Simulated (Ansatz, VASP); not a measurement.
# LiH in two plane-wave programs

Aim: how closely do two programs agree when they are given the same cell, functional and k mesh? The cell is taken from a series of runs on this material, whose earlier steps may have relaxed, scaled, displaced or heated it; both programs get it as it stands.

Method: plane waves, with VASP 6.6.1 beside it; zone-centre phonons at LDA, in Ansatz 0.2.0.

## Step 1: Set-up

It takes space group Fm-3m (No. 225, cubic). Conventional cell: a = 3.910 Å, b = 3.910 Å, c = 3.910 Å, α = 90.00°, β = 90.00°, γ = 90.00°. Nearest to Li lie 6 H at 1.96 Å. Nearest to H lie 6 Li at 1.96 Å. Farther neighbours are not listed.

As a file:

```cif
data_structure
_symmetry_space_group_name_H-M 'P 1'
_symmetry_Int_Tables_number 1
_cell_length_a 2.7648
_cell_length_b 2.7648
_cell_length_c 2.7648
_cell_angle_alpha 60.000
_cell_angle_beta 60.000
_cell_angle_gamma 60.000
_cell_volume 14.94
loop_
_atom_site_label
_atom_site_type_symbol
_atom_site_fract_x
_atom_site_fract_y
_atom_site_fract_z
_atom_site_occupancy
Li1 Li 0.00000 0.00000 0.00000 1
H2 H 0.50000 0.50000 0.50000 1
```

## Step 2: Ansatz: zone-centre phonons, LDA

Ansatz runs on norm-conserving files, of PseudoDojo where its log says so.

Second derivatives magnify differences that forces hide, and they need a tight electronic threshold.

The input, input.yaml:

```yaml
crystal:
  lattice:
    - [0.0, 1.9550192617, 1.9550192617]
    - [1.9550192617, 0.0, 1.9550192617]
    - [1.9550192617, 1.9550192617, 0.0]
  atoms:
    - { symbol: Li, position: [0.0, 0.0, 0.0] }
    - { symbol: H, position: [0.5, 0.5, 0.5] }
kpoints:
  mp_grid: { grid: [12, 12, 12] }
hamiltonian:
  xc: lda
  pseudopotentials: { kind: nc, accuracy: standard }
scf:
  occupations: { method: fixed }
output:
  eigenvalues: true
basis:
  ecutwfc: 897.976
phonons:
  method: dfpt
  dielectric: true
  rigid_motions: translations
  raman: true
```

Run with:

```
> ansatz run input.yaml --threads 2 --pin off --max-ram 4096MiB --backend cpu --events-out ev --progress --plain --runs-dir out
```

Output:

```text
Warning: basis.ecutwfc = 897.976 eV is below the records' recommended 1006.821291 eV, and the density's cutoff is lower with it unless basis.ecutrho_ratio is high enough to keep the records' density cutoff: compare with a run at a higher cutoff
Engine: ansatz 0.2.0, aarch64-unknown-linux-gnu
Pseudopotentials: kind: nc
Pseudopotential: Li, nc, valence charge 3, recommended cutoff 1006.821291 eV (normal), Li.nc.azcp (PseudoDojo's, or run here from an input of PseudoDojo's; its table is named by hamiltonian.pseudopotentials.accuracy)
Pseudopotential: H, nc, valence charge 1, recommended cutoff 1006.821291 eV (normal), H.nc.azcp (PseudoDojo's, or run here from an input of PseudoDojo's; its table is named by hamiltonian.pseudopotentials.accuracy)
Functional definition: SPW92
  exchange = slater_x
  correlation = pw_c
Crystal: 2 atoms, lattice volume = 14.945 Å³
Basis set: ecut = 897.976 eV, 941 PW (Γ), exchange–correlation on 60×60×60 points (8 copies of the dense FFT grid, shifted against one another)
Bands: 6, of which v1, the nominal top of the filled ones, is band 2 counted from 1 (1 counted from 0)
Symmetry: 48 space group operations
k-points: 163 of 1728 (irreducible under 8 space group operations, time reversal used)
Non-local potential: Li, projectors of the file, l = 0: 2, l = 1: 2
Non-local potential: H, projectors of the file, l = 0: 2, l = 1: 1
Initial density: superposition of atomic densities (chi_scale 0.1, normalization cell, long waves kept (reshape's long-wave potential 0.00 eV rms))
Initial wavefunctions: pseudopotential atomic-orbital guess
Functional: x = slater, c = lda
SCF iter   1: F=—  HF=-210.391678 eV  |F-HF|=—  |Δ(HF+E_count)|=         —  Δρ=6.36e-2  dr2=5.18e-1  ethr=3.10e-3  ⟨swp⟩=4.0  Hψ=7785  notcnv=0  defer=32
preconditioner: auto → none  [insulator: Δε(μ)=3.338 eV  Ē_g=15.033 eV  n_scr=0 (ndim 8)  ℏωp=13.6 eV  f_vac=0.000  ε∞_Penn≈1.8]
SCF iter   2: F=—  HF=-210.222100 eV  |F-HF|=—  |Δ(HF+E_count)|=   1.70e-1  Δρ=1.91e-2  dr2=5.07e-2  ethr=3.10e-3  ⟨swp⟩=1.9  Hψ=2557  notcnv=0  defer=291
SCF iter   3: F=—  HF=-210.204879 eV  |F-HF|=—  |Δ(HF+E_count)|=   1.72e-2  Δρ=1.49e-3  dr2=1.08e-4  ethr=1.27e-3  ⟨swp⟩=2.4  Hψ=1358  notcnv=0  defer=285
SCF iter   4: F=—  HF=-210.204947 eV  |F-HF|=—  |Δ(HF+E_count)|=   6.81e-5  Δρ=8.74e-5  dr2=1.11e-6  ethr=2.70e-6  ⟨swp⟩=2.1  Hψ=1417  notcnv=0  defer=312
SCF iter   5: F=—  HF=-210.204948 eV  |F-HF|=—  |Δ(HF+E_count)|=   6.46e-7  Δρ=1.37e-6  dr2=1.07e-10  ethr=2.78e-8  ⟨swp⟩=1.9  Hψ=1125  notcnv=0  defer=11
SCF iter   6: F=-210.204948 eV  HF=-210.204948 eV  |F-HF|=6.82e-13  |Δ(HF+E_count)|=  3.32e-10  Δρ=1.96e-7  dr2=1.54e-12  ethr=2.50e-12  ⟨swp⟩=6.9  Hψ=4890  notcnv=0
SCF 1 converged in 6 iterations: F = -210.204948 eV  dr2 = 1.54e-12
NSCF: frozen V_eff on 1 k-points
DFPT response loops at Γ: preconditioner auto → none (the input reference at scf.mixing.eps_inf says where Resta's filter doesn't serve); β = 0.50; Broyden in place of MSR1
── the response to a field inside a basis, on 14×14×14 k-points: an SCF that follows is theirs, and a resumed run solves both again ──
Bands: 3, of which v1, the nominal top of the filled ones, is band 2 counted from 1 (1 counted from 0)
k-points: 280
Initial density: handed on by an earlier stage of this run
Initial wavefunctions: pseudopotential atomic-orbital guess (no wavefunctions were taken with the density)
Eigensolver: Dense (280 Hₖ)
SCF iter   1: F=—  HF=-210.206441 eV  |F-HF|=—  |Δ(HF+E_count)|=         —  Δρ=4.83e-4  dr2=2.70e-6  ethr=1.00e-1
preconditioner: auto → none  [insulator: Δε(μ)=2.584 eV  Ē_g=9.306 eV  n_scr=0 (ndim 8)  ℏωp=13.6 eV  f_vac=0.000  ε∞_Penn≈3.1]
SCF iter   2: F=—  HF=-210.206441 eV  |F-HF|=—  |Δ(HF+E_count)|=   6.34e-8  Δρ=2.28e-4  dr2=5.69e-7  ethr=6.76e-8
SCF iter   3: F=—  HF=-210.206441 eV  |F-HF|=—  |Δ(HF+E_count)|=   1.03e-7  Δρ=7.90e-6  dr2=9.28e-10  ethr=1.42e-8
SCF iter   4: F=-210.206441 eV  HF=-210.206441 eV  |F-HF|=3.98e-13  |Δ(HF+E_count)|=  6.31e-10  Δρ=1.53e-7  dr2=1.20e-12  ethr=2.32e-11
SCF 1 converged in 4 iterations: F = -210.206441 eV  dr2 = 1.20e-12
DFPT response loops at Γ: mixed as the last ones told, above
DFPT response loops at Γ: mixed as the last ones told, above
WARN: field response: ε∞ stands inside a basis, on 14×14×14 points; the force constants stand on the 12×12×12 k-mesh, whose period is 13.92 times the interband length at k = (0.0000, -0.5000, -0.5000), direct gap 2.545 eV, under 14: take them and everything formed from them as unconverged, and compare with a denser kpoints.mp_grid
SCF converged after 6 iterations
Free energy (F): -210.204948 eV
Harris-Foulkes:  -210.204948 eV  (|F-HF|=6.82e-13)
Internal energy: -210.204948 eV  (E = F + TS)
E sigma→0 (E₀):  -210.204948 eV
Fermi energy:    1.037909 eV
--- Per-component energies (eV) ---
  E_band       = -87.760236
  E_kinetic    = 155.544375
  E_local      = -133.792586  (includes V_loc(G=0)·N_el)
  E_nonlocal   = -124.704470
  E_hartree    = 42.551424
  E_xc         = -53.339873
  E_vxc        = -69.910394  (∫ρ·V_xc dr)
  E_ewald      = -96.463818
  E_smearing   = -0.000000  (= −TS)
  E_closure    = 0.000000  (closes the sum)
  Σ components = -210.204948   (vs F -210.204948, Δ=0.00e0)
--- Band table (eV; the first three rows and the last of 163) ---
  k-point 0: bands = ["-42.3606", "-4.7987", "18.1589", "19.2021", "19.2021", "19.2021"]
  k-point 1: bands = ["-42.3556", "-4.6749", "16.7540", "18.7025", "18.9037", "18.9037"]
  k-point 2: bands = ["-42.3430", "-4.3097", "13.8497", "17.7243", "18.3406", "18.3406"]
  k-point 162: bands = ["-42.2697", "0.7368", "5.9852", "5.9852", "13.1587", "19.0966"]
--- Phonons (Γ-DFPT): 2 representative perturbations + reference, on 163 of 1728 k-points (Σ response iterations 6) ---
  k mesh reduced under 8 symmetry operations, with k and −k counted as one. Each operation leaves every solved perturbation unchanged. A smaller set is not considered because the run solves the response to a homogeneous field
  ASR residual: 1.056e-4 → 0.000e0 eV/Å²; symmetrization residual: 3.295e-7 eV/Å²
  ASR residual per site (eV/Å²): 1.06e-4 5.63e-5
  Γ frequencies (cm⁻¹): 0.00 0.00 0.00 646.93 646.93 646.93
  ε∞ (high-frequency dielectric tensor):
        4.981518    -0.000000     0.000000
       -0.000000     4.981518    -0.000000
        0.000000    -0.000000     4.981518
  ε⁰ (static dielectric tensor: ions relaxed, cell fixed):
       14.384835    -0.000000     0.000000
       -0.000000    14.384835    -0.000000
        0.000000    -0.000000    14.384835
  ε⁰ − ε∞ (ionic part):
        9.403318    -0.000000    -0.000000
       -0.000000     9.403318    -0.000000
       -0.000000    -0.000000     9.403318
  softest optical mode at Γ: 646.93 cm⁻¹; the repairs (sum rule, projections) moved no ω² at Γ by more than (3.97 cm⁻¹)²
  Born effective charges Z* (e; rows j = field, columns β = displacement):
    site 0:
         1.02568    0.00000   -0.00000
        -0.00000    1.02568    0.00000
        -0.00000   -0.00000    1.02568
    site 1:
        -1.02568   -0.00000    0.00000
         0.00000   -1.02568   -0.00000
         0.00000    0.00000   -1.02568
  Z* charge neutrality: 3.412e-5 e pre-enforcement
  solved inside a basis spanned on kpoints, on 14×14×14 k-points transformed towards the longest dipole: ε∞ is read to err by 2.0e-2, Z* by 1.0e-2 e (field_mesh: kpoints solves on kpoints); Z* is corrected for what the basis lacks
  Raman tensors (in the event stream and the table raman_tensors.tsv): an entry may err by 3.3e-4 Å², one of the second-order susceptibility by 2.1e-19 pm/V (basis, points and sum rule); their sum over the sites missed zero by 9.176e-22 Å² ahead of its enforcement
  optical modes at Γ without the LO–TO term, one row a degenerate level:
      ω (cm⁻¹)  modes    IR ((D/Å)²/amu)  static Raman (Å⁴/amu)  depolarisation
        646.93      3            82.7268                 0.0000               —
  optical modes at Γ + LO–TO along q̂ = [1.0000, 0.0000, 0.0000]:
      ω (cm⁻¹)  modes    IR ((D/Å)²/amu)  static Raman (Å⁴/amu)  depolarisation
        646.93      2            55.1512                 0.0000               —
       1099.34      1            27.5756                 0.0000               —
  optical modes at Γ + LO–TO along q̂ = [0.0000, 1.0000, 0.0000]:
      ω (cm⁻¹)  modes    IR ((D/Å)²/amu)  static Raman (Å⁴/amu)  depolarisation
        646.93      2            55.1512                 0.0000               —
       1099.34      1            27.5756                 0.0000               —
  optical modes at Γ + LO–TO along q̂ = [0.0000, 0.0000, 1.0000]:
      ω (cm⁻¹)  modes    IR ((D/Å)²/amu)  static Raman (Å⁴/amu)  depolarisation
        646.93      2            55.1512                 0.0000               —
       1099.34      1            27.5756                 0.0000               —
```

(Part 1 of 2 ends here.)

[Lines on the potential files, build, host, timing and source positions are cut from VASP's logs without a mark.]

[Logs are printed without paths, hosts, clocks, repeated set-up lines and the standing remarks that a program may print on its own settings, such as how far it seeks lower states.]

[Hosts, paths, dates, database ids (printed as entryN), source tags and the programs' standing remarks are cut or masked in the printed files.]
